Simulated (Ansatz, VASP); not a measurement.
**One calculation of RbYMg6, two programs**

File INCAR:

```
SYSTEM = RbYMg6
ALGO = Normal ; EDIFF = 1E-7
ENCUT = 500 ; ISIF = 2
ISMEAR = 0 ; LASPH = .TRUE.
LCHARG = .TRUE. ; LELF = .TRUE.
LREAL = .FALSE. ; LVHAR = .TRUE.
LWAVE = .FALSE. ; NELM = 60
PREC = Accurate ; SIGMA = 0.02
```

File KPOINTS:

```
k-points
0
G
  5 5 5
  0 0 0
```

The input POSCAR:

```
RbYMg6
1.0
    5.4724020000      0.0000000000      0.0000000000
    0.0000000000      3.5283340000      5.8827210000
    0.0000000000     -3.5283340000      5.8827210000
Y Rb Mg
1 1 6
Cartesian
    2.7362010000      0.0000000000      4.1103630517
    0.0000000000      0.0000000000      1.7454386170
    0.0000000000      0.0000000000      7.8276309207
    0.0000000000     -1.6600388070      4.8292903851
    0.0000000000      1.6600388070      4.8292903851
    2.7362010000      0.0000000000      9.9110200937
    2.7362010000     -1.6525375689      6.9043731561
    2.7362010000      1.6525375689      6.9043731561
```

The input input.yaml:

```yaml
crystal:
  lattice:
    - [5.472402, 0.0, 0.0]
    - [0.0, 3.528334, 5.882721]
    - [0.0, -3.528334, 5.882721]
  atoms:
    - { symbol: "Y", position: [0.5, 0.349359, 0.349359] }
    - { symbol: Rb, position: [0.0, 0.148353, 0.148353] }
    - { symbol: Mg, position: [0.0, 0.665307, 0.665307] }
    - { symbol: Mg, position: [0.0, 0.17522, 0.645708] }
    - { symbol: Mg, position: [0.0, 0.645708, 0.17522] }
    - { symbol: Mg, position: [0.5, 0.842384, 0.842384] }
    - { symbol: Mg, position: [0.5, 0.352654, 0.821016] }
    - { symbol: Mg, position: [0.5, 0.821016, 0.352654] }
hamiltonian:
  xc: lda
  pseudopotentials: { kind: paw }
kpoints:
  mp_grid: { grid: [5, 5, 5] }
scf:
  occupations: { method: gaussian, width: 0.02 }
output:
  forces: true
  stress: true
  eigenvalues: true
  write_density: true
  write_potential: true
  elf: true
  volumetric_format: npy
```

The cell comes from a database or a generator and needn't be the stable form of this composition.

Alike in both runs: task single point; functional LDA; k mesh 5 × 5 × 5; occupations gaussian, width 0.02 eV; no spin polarisation.

```csv
,VASP,Ansatz
version,VASP 6.6.1,Ansatz 0.2.0
potentials or method,"VASP PAW LDA potentials, release 64 (Y_sv, Rb_pv, Mg)",Ansatz PAW
plane-wave cutoff (eV),500,420
valence electrons in the cell,30,80
```

|  | VASP | Ansatz | Ansatz less VASP |
| --- | --- | --- | --- |
| gap on the k mesh at the Fermi level (eV) | none | none | - |
| pressure (GPa) | -2.1 | -1.9 | +0.19 |
| largest component of the traceless stress (GPa) | 0.20 | 0.21 | +0.007 |
| rms of the force components (eV/Å) | 0.052 | 0.048 | -0.0034 |

Atom by atom the forces differ by 0.004 eV/Å (rms over components). A gap of «none» marks a metal or a gap that the smearing closes. The two sets of potentials don't hold the same shells in valence.

Caveats: the PAW data sets come from PBE, with cores solved anew for the run's functional, which leaves a small shift of forces and pressure (Ansatz).
